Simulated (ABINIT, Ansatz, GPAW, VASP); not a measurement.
# ZnBi3: programs and potentials compared

```
Bi Zn
1.0
     4.87316    0.00000    0.00000
     0.00000    4.87316    0.00000
     0.00000    0.00000    4.87316
Bi Zn
3 1
Direct
  0.50000 0.50000 0.00000
  0.50000 0.00000 0.50000
  0.00000 0.50000 0.50000
  0.00000 0.00000 0.00000
```

The cell comes from a database or a generator and needn't be the stable form of this composition.

Alike in all runs: task single point; functional PBE; k mesh 6 × 6 × 6; occupations fermi-dirac, width 0.05 eV; no spin polarisation; no spin-orbit coupling. Pressure is positive in compression and, in plane waves, holds the error of the finite cutoff, which Ansatz's Pulay term estimates and takes out.

```tsv
program and potentials	plane-wave cutoff (eV)	notes	band gap (eV)	pressure (GPa)
Ansatz, Ansatz PAW	420	Pulay term of +0.04 GPa included	no gap	-0.05
VASP, PBE PAW files Bi_d, Zn, 520 eV	520	-	no gap	-0.10
GPAW, GPAW PAW data sets (gpaw-data 1.2.1)	600	-	no gap	-0.15
ABINIT, JTH PAW PBE v2.0	599	-	no gap	-0.10
```

None finds a gap. The pressure spans -0.15 (GPAW, GPAW PAW data sets (gpaw-data 1.2.1)) to -0.05 GPa (Ansatz, Ansatz PAW).

The functional is the same throughout but for its coding, so the spread measures potentials, basis and numerics; runs on potential files found faulty are left out.
